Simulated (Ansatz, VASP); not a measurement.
# LiNbP2: VASP beside Ansatz

```
CELL_PARAMETERS angstrom
3.62393 0.00000 0.00000
-1.81197 3.13842 0.00000
0.00000 0.00000 5.43971
ATOMIC_POSITIONS crystal
Li 0.00000 0.00000 0.00000
Nb 0.00000 0.00000 0.50000
P 0.33333 0.66667 0.23182
P 0.33333 0.66667 0.76818
```

Alike in both runs: task relaxation of cell and atoms; functional PBE; k mesh 12 × 12 × 8; occupations gaussian, width 0.1 eV; no spin polarisation.

|  | VASP | Ansatz |
| --- | --- | --- |
| version | VASP 6.6.1 | Ansatz 0.2.0 |
| potentials or method | VASP PAW PBE potentials, release 64 (Li_sv, Nb_sv, P) | scalar-relativistic, plane waves, PAW |
| plane-wave cutoff (eV) | 600 | 420 |
| valence electrons in the cell | 26 | 26 |

VASP gave:

```
gap on the k mesh at the Fermi level, each at its own relaxed structure (eV) : none
relaxed volume (Å³/atom)                                                     : 15.44
relaxed cell length with the largest relative difference (Å)                 : 5.438
```

What did Ansatz give for the same quantities?

gap on the k mesh at the Fermi level, each at its own relaxed structure (eV): none; relaxed volume (Å³/atom): 15.47; relaxed cell length with the largest relative difference (Å): 5.442.

A gap of «none» marks a metal or a gap that the smearing closes.

Caveats: the cutoff is under 1.25 times the usual one of these potentials, so pressure, stress and relaxed cells hold a basis-set (Pulay) error (VASP).
